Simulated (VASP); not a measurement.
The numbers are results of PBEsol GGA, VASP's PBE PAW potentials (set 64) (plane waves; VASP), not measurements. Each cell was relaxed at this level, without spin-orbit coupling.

Question: Which of these comes out without a gap?
A) WSe2, P6_3/mmc (194)
B) LiCl, Fm-3m (225)
C) SiO2, P3_221 (154)
D) Sb, R-3m (166)

Answer: D, Sb, R-3m (166). The others have gaps of 1.00 eV (WSe2, P6_3/mmc (194)), 6.37 eV (LiCl, Fm-3m (225)), 5.70 eV (SiO2, P3_221 (154)).
